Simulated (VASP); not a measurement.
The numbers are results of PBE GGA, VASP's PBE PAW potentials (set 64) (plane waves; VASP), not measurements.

VASP ran on this input.

**KPOINTS**
```
Automatic
0
gamma
5 5 5
0 0 0
```

**INCAR**
```
# general
SYSTEM  = BaHfO3
PREC    = Accurate
ENCUT   = 620
LREAL   = .FALSE.
LASPH   = .TRUE.

# electronic loop
EDIFF   = 1E-6
NELM    = 100
ALGO    = Normal
LMAXMIX = 6

# smearing
ISMEAR  = 0
SIGMA   = 0.05

# functional
GGA     = PE

# ions
IBRION  = 2
NSW     = 40
ISIF    = 3
EDIFFG  = -0.02

# output
LWAVE   = .FALSE.
LCHARG  = .FALSE.
```

File POSCAR:
```
BaHfO3
1
    4.1973378591     0.0000000000     0.0000000000
    0.0000000000     4.1973378591     0.0000000000
   -0.0000000000     0.0000000000     4.1973378591
Ba Hf O
1 1 3
Direct
  0.0000000000   0.0000000000   0.0000000000
  0.5000000000   0.5000000000   0.5000000000
  0.5000000000   0.0000000000   0.5000000000
  0.0000000000   0.5000000000   0.5000000000
  0.5000000000   0.5000000000   0.0000000000
```

POTCAR, in this order: Ba_sv Hf_pv O (PBE.64 set). Program: vasp_std.

Problem. What will the output report for the number of irreducible k-points (NKPTS), largest plane-wave count, number of space-group operations, FFT grid (NGX, NGY, NGZ)?

Solution. 
```json
{
 "number of irreducible k-points (NKPTS)": "10",
 "largest_plane_wave_count": "2613",
 "number_of_space_group_operations": "48",
 "FFT grid (NGX, NGY, NGZ)": "36 × 36 × 36"
}
```

The compound is BaHfO3 in the cubic perovskite structure. This run relaxes it. Symmetry was kept, so distortions that lower it aren't found.
